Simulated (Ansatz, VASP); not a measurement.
One calculation of MgSc2C2, two programs

```
Mg Sc C
1.0
     4.30722    0.00000    0.00000
     0.00000    4.30722    0.00000
     0.00000    0.00000    4.66849
Mg Sc C
1 2 2
Direct
  0.00000 0.00000 0.50000
  0.00000 0.50000 0.00000
  0.50000 0.00000 0.00000
  0.00000 0.50000 0.50000
  0.50000 0.00000 0.50000
```

Alike in both runs: task relaxation of cell and atoms; functional PBE; k mesh 4 × 4 × 4; occupations gaussian, width 0.1 eV; no spin polarisation.

|  | VASP | Ansatz |
| --- | --- | --- |
| version | VASP 6.6.1 | Ansatz 0.2.0 |
| potentials or method | VASP PAW PBE potentials, release 64 (Mg, Sc_sv, C) | scalar-relativistic, plane waves, PAW |
| plane-wave cutoff (eV) | 600 | 420 |
| valence electrons in the cell | 32 | 40 |

|  | VASP | Ansatz | Ansatz less VASP |
| --- | --- | --- | --- |
| gap on the k mesh at the Fermi level, each at its own relaxed structure (eV) | none | none | - |
| relaxed volume (Å³/atom) | 18.55 | 18.52 | -0.032 |
| relaxed cell length with the largest relative difference (Å) | 4.377 | 4.372 | -0.0047 |
| energy change over the relaxation (meV/atom) | -87 | -91 | -4.0 |

A gap of «none» marks a metal or a gap that the smearing closes. The two sets of potentials don't hold the same shells in valence.

Caveats: the k mesh is coarse (spacing up to 0.36 Å⁻¹), so the values aren't converged.
